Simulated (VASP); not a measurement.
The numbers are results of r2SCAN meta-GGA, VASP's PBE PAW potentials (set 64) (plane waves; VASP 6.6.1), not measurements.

VASP ran on this input.

**POSCAR**
```
CdF2
1
    0.0000000000     2.7546663177     2.7546663177
    2.7546663177     0.0000000000     2.7546663177
    2.7546663177     2.7546663177     0.0000000000
Cd F
1 2
Direct
  0.0000000000   0.0000000000   0.0000000000
  0.2500000000   0.2500000000   0.2500000000
  0.7500000000   0.7500000000   0.7500000000
```

### KPOINTS
```
kpoints
0
gamma
 7 7 7
```

**INCAR**
```
! general
SYSTEM  = CdF2
PREC    = Accurate
ENCUT   = 520   ! plane-wave cut-off (eV)
LREAL   = F
LASPH   = T   ! aspherical one-centre terms

! electronic loop
EDIFF   = 1E-7   ! SCF stop (eV)
NELM    = 100
ALGO    = Normal   ! blocked Davidson
LMAXMIX = 4   ! l cut-off of mixed one-centre charges
LMIXTAU = T

! smearing
ISMEAR  = 0   ! Gaussian
SIGMA   = 0.05   ! width (eV)

! functional
METAGGA = R2SCAN

! ions
ISIF    = 2   ! forces and stress, cell fixed

! output
LWAVE   = F
LCHARG  = F
```

POTCAR, in this order: Cd F (PBE.64 set). Program: vasp_std.

Output of the run:

**OSZICAR**
```
       N       E                     dE             d eps       ncg     rms          rms(c)
DAV:   1     0.184201966797E+03    0.18420E+03   -0.15867E+04   688   0.156E+03
DAV:   2    -0.335903184179E+02   -0.21779E+03   -0.21301E+03   776   0.390E+02
DAV:   3    -0.432174032455E+02   -0.96271E+01   -0.95999E+01   738   0.940E+01
DAV:   4    -0.432634747989E+02   -0.46072E-01   -0.46064E-01   769   0.655E+00
DAV:   5    -0.432636245948E+02   -0.14980E-03   -0.14979E-03   718   0.353E-01    0.811E+00
DAV:   6    -0.336532318792E+02    0.96104E+01   -0.54571E+00   697   0.514E+01    0.961E+00
DAV:   7    -0.334203552458E+02    0.23288E+00   -0.21226E+00   689   0.160E+01    0.431E+00
DAV:   8    -0.348069688393E+02   -0.13866E+01   -0.54705E-01   680   0.100E+01    0.203E+00
DAV:   9    -0.331729924133E+02    0.16340E+01   -0.47558E-01   680   0.750E+00    0.858E-01
DAV:  10    -0.336602027906E+02   -0.48721E+00   -0.46505E-01   680   0.663E+00    0.208E-01
DAV:  11    -0.336793500870E+02   -0.19147E-01   -0.10166E-02   686   0.124E+00    0.212E-01
DAV:  12    -0.336552376078E+02    0.24112E-01   -0.15370E-02   680   0.150E+00    0.224E-01
DAV:  13    -0.336801843930E+02   -0.24947E-01   -0.14859E-02   680   0.141E+00    0.547E-02
DAV:  14    -0.336804379563E+02   -0.25356E-03   -0.16671E-04   713   0.145E-01    0.360E-02
DAV:  15    -0.336805174733E+02   -0.79517E-04   -0.28625E-05   686   0.671E-02    0.285E-02
DAV:  16    -0.336807192337E+02   -0.20176E-03   -0.74068E-05   685   0.984E-02    0.314E-03
DAV:  17    -0.336807356999E+02   -0.16466E-04   -0.41257E-06   687   0.242E-02    0.529E-03
DAV:  18    -0.336807337777E+02    0.19222E-05   -0.76480E-07   707   0.983E-03    0.325E-03
DAV:  19    -0.336807347626E+02   -0.98490E-06   -0.72414E-07   684   0.123E-02    0.849E-04
DAV:  20    -0.336807364092E+02   -0.16466E-05   -0.42806E-07   684   0.816E-03    0.785E-04
DAV:  21    -0.336807363524E+02    0.56840E-07   -0.45572E-08   504   0.248E-03
   1 F= -.33680736E+02 E0= -.33680736E+02  d E =-.486890E-17
```

### OUTCAR
```
------------------------ aborting loop because EDIFF is reached ----------------------------------------
  FORCE on cell =-STRESS in cart. coord.  units (eV):
  Direction    XX          YY          ZZ          XY          YZ          ZX
  --------------------------------------------------------------------------------------
  Total       -1.5058734     -1.5058734     -1.5058734      0.0000000      0.0000000     -0.0000000
  in kB      -57.7114594    -57.7114594    -57.7114594      0.0000000      0.0000000     -0.0000000
  external PRESSURE =     -57.7114594 kB  Pullay stress =       0.0000000 kB
  volume of cell :       41.81
      direct lattice vectors                 reciprocal lattice vectors
     0.000000000  2.754666318  2.754666318    -0.181510188  0.181510188  0.181510188
     2.754666318  0.000000000  2.754666318     0.181510188 -0.181510188  0.181510188
     2.754666318  2.754666318  0.000000000     0.181510188  0.181510188 -0.181510188
 POSITION                                       TOTAL-FORCE (eV/Angst)
 -----------------------------------------------------------------------------------
      0.00000      0.00000      0.00000        -0.000000     -0.000000      0.000000
      1.37733      1.37733      1.37733         0.000000     -0.000000     -0.000000
      4.13200      4.13200      4.13200        -0.000000      0.000000      0.000000
 -----------------------------------------------------------------------------------
    total drift:                                0.000000     -0.000000      0.000000
  FREE ENERGIE OF THE ION-ELECTRON SYSTEM (eV)
  ---------------------------------------------------
  free  energy   TOTEN  =       -33.6807363524 eV

  energy  without entropy=      -33.6807363524  energy(sigma->0) =      -33.68073635
```
(Selected blocks of OUTCAR.)

The compound is CdF2 in the fluorite structure. This cell is one point of a volume scan, at 1.06 of the reference volume.
